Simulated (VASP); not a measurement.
Consider the following.

```
Si
1.0
    0.00000     2.71550     2.71550
    2.71550     0.00000     2.71550
    2.71550     2.71550     0.00000
Si
2
Direct
  0.00000   0.00000   0.00000
  0.25000   0.25000   0.25000
```

The numbers are results of G0W0 on PBE orbitals, VASP's PBE PAW potentials (set 64) (plane waves; VASP), not measurements. Settings: PREC = Normal, 350 eV cut-off, 6×6×6 Γ-centred mesh, Gaussian smearing of 0.010 eV, potentials Si_GW.

The mesh is coarse and the basis finite, so the quasiparticle values are not converged.

NBANDS = 120, ENCUTGW = 180 eV, NOMEGA = 64. The PBE levels (eV) that the step starts from are:

| state | KS energy | filling |
|---|---|---|
| k1 (0.00, 0.00, 0.00), band 1 | -6.49 | 2 |
| k1 (0.00, 0.00, 0.00), band 2 | 5.47 | 2 |
| k1 (0.00, 0.00, 0.00), band 3 | 5.47 | 2 |
| k1 (0.00, 0.00, 0.00), band 4 | 5.47 | 2 |
| k1 (0.00, 0.00, 0.00), band 5 | 8.03 | 0 |
| k1 (0.00, 0.00, 0.00), band 6 | 8.03 | 0 |
| k1 (0.00, 0.00, 0.00), band 7 | 8.03 | 0 |
| k1 (0.00, 0.00, 0.00), band 8 | 8.83 | 0 |
| k8 (-0.33, 0.17, 0.00), band 1 | -4.39 | 2 |
| k8 (-0.33, 0.17, 0.00), band 2 | -0.54 | 2 |
| k8 (-0.33, 0.17, 0.00), band 3 | 2.42 | 2 |
| k8 (-0.33, 0.17, 0.00), band 4 | 4.17 | 2 |
| k8 (-0.33, 0.17, 0.00), band 5 | 7.92 | 0 |
| k8 (-0.33, 0.17, 0.00), band 6 | 9.59 | 0 |
| k8 (-0.33, 0.17, 0.00), band 7 | 9.70 | 0 |
| k8 (-0.33, 0.17, 0.00), band 8 | 12.76 | 0 |
| k11 (0.50, 0.33, 0.00), band 1 | -3.43 | 2 |
| k11 (0.50, 0.33, 0.00), band 2 | -1.10 | 2 |
| k11 (0.50, 0.33, 0.00), band 3 | 1.84 | 2 |
| k11 (0.50, 0.33, 0.00), band 4 | 2.91 | 2 |
| k11 (0.50, 0.33, 0.00), band 5 | 6.53 | 0 |
| k11 (0.50, 0.33, 0.00), band 6 | 8.19 | 0 |
| k11 (0.50, 0.33, 0.00), band 7 | 12.92 | 0 |
| k11 (0.50, 0.33, 0.00), band 8 | 12.95 | 0 |

**Question.** Give the quasiparticle energies and renormalisation factors Z.

**Answer.** 
```tsv
state	QP energy (eV)	Z
k1 (0.00, 0.00, 0.00), band 1	-6.86	0.64
k1 (0.00, 0.00, 0.00), band 2	4.97	0.76
k1 (0.00, 0.00, 0.00), band 3	4.97	0.76
k1 (0.00, 0.00, 0.00), band 4	4.97	0.76
k1 (0.00, 0.00, 0.00), band 5	8.16	0.75
k1 (0.00, 0.00, 0.00), band 6	8.16	0.75
k1 (0.00, 0.00, 0.00), band 7	8.16	0.75
k1 (0.00, 0.00, 0.00), band 8	9.07	0.75
k8 (-0.33, 0.17, 0.00), band 1	-4.81	0.67
k8 (-0.33, 0.17, 0.00), band 2	-1.01	0.69
k8 (-0.33, 0.17, 0.00), band 3	1.90	0.73
k8 (-0.33, 0.17, 0.00), band 4	3.65	0.75
k8 (-0.33, 0.17, 0.00), band 5	8.02	0.76
k8 (-0.33, 0.17, 0.00), band 6	9.65	0.75
k8 (-0.33, 0.17, 0.00), band 7	9.82	0.74
k8 (-0.33, 0.17, 0.00), band 8	12.80	0.73
k11 (0.50, 0.33, 0.00), band 1	-3.85	0.69
k11 (0.50, 0.33, 0.00), band 2	-1.54	0.69
k11 (0.50, 0.33, 0.00), band 3	1.30	0.72
k11 (0.50, 0.33, 0.00), band 4	2.36	0.73
k11 (0.50, 0.33, 0.00), band 5	6.54	0.77
k11 (0.50, 0.33, 0.00), band 6	8.22	0.76
k11 (0.50, 0.33, 0.00), band 7	13.02	0.73
k11 (0.50, 0.33, 0.00), band 8	13.05	0.73
```
On the mesh the gap opens from 0.71 to 1.20 eV.

The compound is Si in the diamond structure. The cell was not relaxed at this level.
